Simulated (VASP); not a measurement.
An input for Ansatz (written as the equivalent of a VASP run, and not itself run):

Ansatz 0.2 input:
```yaml
crystal:
  lattice:
    - [4.2195531, 0.0000000, 0.0000000]
    - [0.0000000, 4.2195531, 0.0000000]
    - [0.0000000, 0.0000000, 9.2644271]
  atoms:
    - { symbol: Pb, position: [0.0000000, 0.5000000, 0.8439024] }
    - { symbol: Pb, position: [0.5000000, 0.0000000, 0.1560976] }
    - { symbol: I, position: [0.5000000, 1.0000000, 0.6732398] }
    - { symbol: I, position: [1.0000000, 0.5000000, 0.3267602] }
    - { symbol: F, position: [1.0000000, 0.0000000, 0.0000000] }
    - { symbol: F, position: [0.5000000, 0.5000000, 0.0000000] }
kpoints:
  mp_grid: { grid: [5, 5, 3] }
hamiltonian:
  xc: r2scan
  pseudopotentials: { kind: paw }
scf:
  occupations: { method: gaussian, width: 0.05 }
  max_iter: 100
relax:
  max_steps: 60
  f_tol: 0.02
  cell: {}
output: { forces: true, stress: true, eigenvalues: true }
```

Problem. Translate this input to VASP (INCAR, KPOINTS, POSCAR, choice of POTCAR).

Solution. One answer among several that fit: 
File POSCAR:
```
PbIF
1
    4.2195530557     0.0000000000     0.0000000000
    0.0000000000     4.2195530557     0.0000000000
    0.0000000000    -0.0000000000     9.2644270934
Pb I F
2 2 2
Direct
  0.0000000000   0.5000000000   0.8439023799
  0.5000000000   0.0000000000   0.1560976201
  0.5000000000   1.0000000000   0.6732397927
  1.0000000000   0.5000000000   0.3267602073
  1.0000000000   0.0000000000   0.0000000000
  0.5000000000   0.5000000000   0.0000000000
```

### INCAR
```
# general
SYSTEM  = PbIF
PREC    = Accurate
ENCUT   = 520
LREAL   = .FALSE.   # projection in real space or not
LASPH   = .TRUE.

# electronic loop
EDIFF   = 1E-6   # SCF stop (eV)
NELM    = 100   # most electronic steps
ALGO    = Normal
LMAXMIX = 4   # l cut-off of mixed one-centre charges
LMIXTAU = .TRUE.

# smearing
ISMEAR  = 0
SIGMA   = 0.05

# functional
METAGGA = R2SCAN

# ions
IBRION  = 2   # conjugate gradients
NSW     = 60   # most ionic steps
ISIF    = 3   # ions, shape and volume
EDIFFG  = -0.02   # ionic stop

# output
LWAVE   = .FALSE.
LCHARG  = .FALSE.
```

File KPOINTS:
```
Automatic mesh
0
Gamma
5 5 3
0 0 0
```

POTCAR, in this order: Pb_d I F (PBE.64 set). Program: vasp_std.

What does not carry over: each code has its own PAW files, so the cut-off isn't converted (ENCUT is set for VASP's; basis.ecutwfc is left out, and Ansatz then takes the one that its files recommend); Ansatz stops its SCF on the density residual and VASP on the energy change (EDIFF).

The structure comes from a computed database's PbIF entry (P4/nmm); how it stands against other phases isn't given here. It was relaxed first. The start is the result of an earlier pass.
